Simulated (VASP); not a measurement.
Output of a VASP run:

File OSZICAR:
```
...
DAV:  10    -0.278256288122E+02    0.11118E-03   -0.98683E-04  1164   0.251E-01    0.299E-01
DAV:  11    -0.278256323464E+02   -0.35341E-05   -0.86542E-05  1148   0.727E-02    0.133E-01
DAV:  12    -0.278256289439E+02    0.34024E-05   -0.11944E-05  1172   0.276E-02    0.325E-02
DAV:  13    -0.278256290339E+02   -0.89957E-07   -0.42309E-07   648   0.613E-03
   1 F= -.27825629E+02 E0= -.27820861E+02  d E =-.278256E+02
       N       E                     dE             d eps       ncg     rms          rms(c)
DAV:   1    -0.281663254386E+02   -0.34070E+00   -0.10187E+01   976   0.315E+01    0.904E+00
DAV:   2    -0.278852345794E+02    0.28109E+00   -0.38460E-01   976   0.623E+00    0.525E+00
DAV:   3    -0.278018000827E+02    0.83434E-01   -0.25501E-01  1140   0.455E+00    0.438E+00
DAV:   4    -0.278042841803E+02   -0.24841E-02   -0.42049E-03  1144   0.648E-01    0.515E+00
DAV:   5    -0.277983225079E+02    0.59617E-02   -0.85807E-03  1148   0.568E-01    0.124E+00
DAV:   6    -0.277980065093E+02    0.31600E-03   -0.17052E-03  1164   0.275E-01    0.110E-01
DAV:   7    -0.277980122791E+02   -0.57698E-05   -0.78275E-05  1128   0.746E-02    0.899E-02
DAV:   8    -0.277980051575E+02    0.71216E-05   -0.26918E-05  1132   0.393E-02    0.670E-03
DAV:   9    -0.277980052953E+02   -0.13776E-06   -0.80451E-07   696   0.875E-03
   2 F= -.27798005E+02 E0= -.27793965E+02  d E =0.276237E-01
       N       E                     dE             d eps       ncg     rms          rms(c)
DAV:   1    -0.279811004074E+02   -0.18310E+00   -0.31603E+00   980   0.176E+01    0.518E+00
DAV:   2    -0.278922790873E+02    0.88821E-01   -0.13845E-01   980   0.363E+00    0.306E+00
DAV:   3    -0.278670975158E+02    0.25182E-01   -0.73730E-02  1140   0.240E+00    0.249E+00
DAV:   4    -0.278668276009E+02    0.26991E-03   -0.91935E-04  1120   0.330E-01    0.225E+00
DAV:   5    -0.278659602937E+02    0.86731E-03   -0.36983E-03  1124   0.348E-01    0.146E-01
DAV:   6    -0.278658765754E+02    0.83718E-04   -0.35331E-04  1112   0.136E-01    0.216E-01
DAV:   7    -0.278658732509E+02    0.33244E-05   -0.13986E-05  1136   0.297E-02    0.151E-02
DAV:   8    -0.278658716396E+02    0.16114E-05   -0.17297E-06   900   0.116E-02    0.162E-02
DAV:   9    -0.278658715271E+02    0.11248E-06   -0.12757E-06   780   0.796E-03
   3 F= -.27865872E+02 E0= -.27861433E+02  d E =-.402425E-01
       N       E                     dE             d eps       ncg     rms          rms(c)
DAV:   1    -0.278659018408E+02   -0.30201E-04   -0.78430E-04   988   0.275E-01    0.775E-02
DAV:   2    -0.278658799687E+02    0.21872E-04   -0.32173E-05   996   0.554E-02    0.452E-02
DAV:   3    -0.278658740783E+02    0.58905E-05   -0.18649E-05  1144   0.382E-02    0.380E-02
DAV:   4    -0.278658740694E+02    0.88223E-08   -0.23001E-07   548   0.528E-03
   4 F= -.27865874E+02 E0= -.27861443E+02  d E =-.402450E-01
       N       E                     dE             d eps       ncg     rms          rms(c)
DAV:   1    -0.278674040723E+02   -0.15300E-02   -0.67580E-02  1012   0.227E+00    0.338E-01
DAV:   2    -0.278668428294E+02    0.56124E-03   -0.89875E-04  1148   0.266E-01    0.142E-01
DAV:   3    -0.278666089116E+02    0.23392E-03   -0.23568E-04  1164   0.123E-01    0.412E-02
DAV:   4    -0.278665955796E+02    0.13332E-04   -0.26987E-05  1236   0.426E-02    0.250E-02
DAV:   5    -0.278665952995E+02    0.28013E-06   -0.11179E-06   700   0.838E-03
   5 F= -.27866595E+02 E0= -.27862224E+02  d E =-.721230E-03
```

**OUTCAR**
```
------------------------ aborting loop because EDIFF is reached ----------------------------------------
  FORCE on cell =-STRESS in cart. coord.  units (eV):
  Direction    XX          YY          ZZ          XY          YZ          ZX
  --------------------------------------------------------------------------------------
  Total        0.0269358      0.0269358      0.0116267      0.0000000     -0.0000000     -0.0000000
  in kB        1.4789561      1.4789558      0.6383817      0.0000000     -0.0000000     -0.0000000
  external PRESSURE =       1.1987645 kB  Pullay stress =       0.0000000 kB
  volume of cell :       29.18
      direct lattice vectors                 reciprocal lattice vectors
     3.126828138  0.000000000  0.000000000     0.319812908  0.184644089 -0.000000000
    -1.563414069  2.707912301  0.000000000     0.000000000  0.369288178 -0.000000000
     0.000000000  0.000000000  3.446250048     0.000000000 -0.000000000  0.290170471
 POSITION                                       TOTAL-FORCE (eV/Angst)
 -----------------------------------------------------------------------------------
      0.00000      0.00000      0.00000        -0.000000     -0.000000      0.000000
     -0.00000      1.80528      1.72313        -0.000000      0.000000      0.000000
      1.56342      0.90264      1.72313         0.000000     -0.000000     -0.000000
 -----------------------------------------------------------------------------------
    total drift:                                0.000000     -0.000000      0.000000
  FREE ENERGIE OF THE ION-ELECTRON SYSTEM (eV)
  ---------------------------------------------------
  free  energy   TOTEN  =       -27.8665952995 eV

  energy  without entropy=      -27.8578530565  energy(sigma->0) =      -27.86222418

 reached required accuracy - stopping structural energy minimisation
```
(Selected blocks of OUTCAR.)

### POSCAR
```
HfB2
1
    3.1627540000     0.0000000000     0.0000000000
   -1.5813770000     2.7390250000     0.0000000000
    0.0000000000     0.0000000000     3.5126100000
Hf B
1 2
Direct
  0.0000000000   0.0000000000   0.0000000000
  0.3333330000   0.6666670000   0.5000000000
  0.6666670000   0.3333330000   0.5000000000
```

**Question.** Reconstruct the remaining input files.

**Answer.** Several could match; the one computed here: the input of the run itself, PBEsol GGA, plane waves, VASP's PBE PAW potentials (set 64).

**INCAR**
```
ALGO = Normal
EDIFF = 1E-6
EDIFFG = -0.01
ENCUT = 400
GGA = PS
IBRION = 2
ISIF = 3
ISMEAR = -1
LASPH = .TRUE.
LCHARG = .FALSE.
LMAXMIX = 6
LREAL = .FALSE.
LWAVE = .FALSE.
NELM = 100
NSW = 50
PREC = Accurate
SIGMA = 0.1
SYSTEM = HfB2
```

File KPOINTS:
```
kpoints
0
G
8 8 6
```

POTCAR, in this order: Hf_pv B (PBE.64 set). Program: vasp_std.

At this cut-off the stress carries a Pulay error, which pulls relaxed volumes low. Energy and stress use the plane-wave basis of the starting cell.

The structure comes from a computed database's HfB2 entry; how it stands against other phases isn't given here. This run relaxes it. Symmetry was kept, so distortions that lower it aren't found. The k-mesh is coarse (spacing up to 0.30 per Å, 2π included), so the numbers may not be converged in it. The run is one of a series of settings (EDIFFG = -0.01, IBRION = 2, ISIF = 3, NSW = 50 against the base run), some of them coarse on purpose.
